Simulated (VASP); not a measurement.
Data:

```
TaTe
1.0
    4.00400     0.00000     0.00000
    0.00000     4.00400     0.00000
    0.00000     0.00000     4.00400
Ta Te
1 1
Direct
  0.00000   0.00000   0.00000
  0.50000   0.50000   0.50000
```

The numbers are results of PBEsol GGA, VASP's PBE PAW potentials (set 64) (plane waves; VASP), not measurements. Run with 400 eV cut-off, 8×8×8 Γ-centred mesh, first-order Methfessel-Paxton smearing of 0.10 eV, potentials Ta_pv Te.

Energy and stress use the plane-wave basis of the starting cell.

Q: The ions, cell shape and volume are relaxed. Predict the relaxed structure.

A: 
```
TaTe
1.0
    3.38019     0.00000     0.00000
    0.00000     3.38019     0.00000
    0.00000     0.00000     3.38019
Ta Te
1 1
Direct
  0.00000   0.00000   0.00000
  0.50000   0.50000   0.50000
```
Space group Pm-3m (221), at a tolerance of 0.03 Å.

Q: How do energy and volume change from the first to the last step?

A: The energy (σ→0) changes by -1579.8 meV/atom and the volume by -39.8 %, in 7 ionic steps.

```json
[
 {"step": "1", "E(σ→0) (eV)": "-12.6958", "max force (eV/Å)": "0.000", "pressure (GPa)": "-23.70", "volume (Å³)": "64.19"},
 {"step": "2", "E(σ→0) (eV)": "-14.0486", "max force (eV/Å)": "0.000", "pressure (GPa)": "80.71", "volume (Å³)": "29.41"},
 {"step": "3", "E(σ→0) (eV)": "-15.8441", "max force (eV/Å)": "0.000", "pressure (GPa)": "-3.63", "volume (Å³)": "39.57"},
 {"step": "4", "E(σ→0) (eV)": "-15.8542", "max force (eV/Å)": "0.000", "pressure (GPa)": "-1.26", "volume (Å³)": "38.93"},
 {"step": "5", "E(σ→0) (eV)": "-15.8554", "max force (eV/Å)": "0.000", "pressure (GPa)": "0.45", "volume (Å³)": "38.51"},
 {"step": "6", "E(σ→0) (eV)": "-15.8551", "max force (eV/Å)": "0.000", "pressure (GPa)": "-0.70", "volume (Å³)": "38.80"},
 {"step": "7", "E(σ→0) (eV)": "-15.8555", "max force (eV/Å)": "0.000", "pressure (GPa)": "0.01", "volume (Å³)": "38.62"}
]
```

The structure was generated: TaTe was put into the CsCl type type (Pm-3m), which need not be its known phase. This run relaxes it. Symmetry was kept, so distortions that lower it aren't found. The electron count is odd and the run is not spin-polarised, which forces a metal.
